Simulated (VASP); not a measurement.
Data:

```
CdSe
1.0
    2.16846    -3.75588     0.00000
    2.16846     3.75588     0.00000
    0.00000     0.00000     7.06649
Cd Se
2 2
Direct
  0.66667   0.33333   0.50001
  0.33333   0.66667   0.00709
  0.66667   0.33333   0.87599
  0.33333   0.66667   0.37599
```

Method: r2SCAN meta-GGA, VASP's PBE PAW potentials (set 64) (plane waves; VASP). Settings: 480 eV cut-off, 6×6×4 Γ-centred mesh, Gaussian smearing of 0.050 eV, potentials Cd Se.

### Question
Which forces act on the atoms, in eV/Å?

### Answer

```tsv
atom	Fx	Fy	Fz
Cd1	0.000	0.000	0.070
Cd2	0.000	0.000	-0.329
Se3	0.000	0.000	0.059
Se4	0.000	0.000	0.200
```

### Question
Give the stress tensor in GPa (positive for a compressed cell).

### Answer

```
0.12  0.00  0.00
0.00  0.12  0.00
0.00  0.00  0.98
```
The pressure is its mean diagonal, 0.41 GPa.

The compound is CdSe in the wurtzite structure. This cell was strained or had an atom moved on purpose.
